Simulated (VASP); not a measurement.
A run of VASP 6.6.1 is set up as follows.

The input INCAR:

```
PREC = Accurate
ENCUT = 500
EDIFF = 1E-8
ISMEAR = -1
SIGMA = 0.02
LREAL = F
LASPH = T
NELM = 60
ALGO = Fast
ISIF = 2
LWAVE = F
LCHARG = F
GGA = B5
ALDAX = 1.0
AGGAX = 1.0
AGGAC = 1.0
ALDAC = 0.0
LEFG = T
AMIX = 0.05
```

The input KPOINTS:

```
Automatic mesh
0
Gamma
  6 6 6
```

The input POSCAR:

```
SbAs2
1.0
    0.0000000000      4.0494700000      4.0494700000
    4.0494700000      0.0000000000      4.0494700000
    4.0494700000      4.0494700000      0.0000000000
Sb As
2 4
Cartesian
    6.0742050000      6.0742050000      6.0742050000
    4.0494700000      4.0494700000      4.0494700000
    1.0123675000      1.0123675000      1.0123675000
    1.0123675000      3.0371025000      3.0371025000
    3.0371025000      3.0371025000      1.0123675000
    3.0371025000      1.0123675000      3.0371025000
```

Potentials or basis: VASP PAW PBE potentials, release 64 (Sb, As).

Launch:

```bash
$ cat potpaw_PBE.64/Sb/POTCAR potpaw_PBE.64/As/POTCAR > POTCAR
$ mpirun -np 1 vasp_std > vasp.out
```

(1) What does it give for the pressure?

(2) What does it give for the band gap on the k mesh?

Answers

(1) 7.1 GPa.

(2) none (metal or under the smearing width).

Caveat: the PAW data sets were made with another functional, which shifts forces and pressure a little.
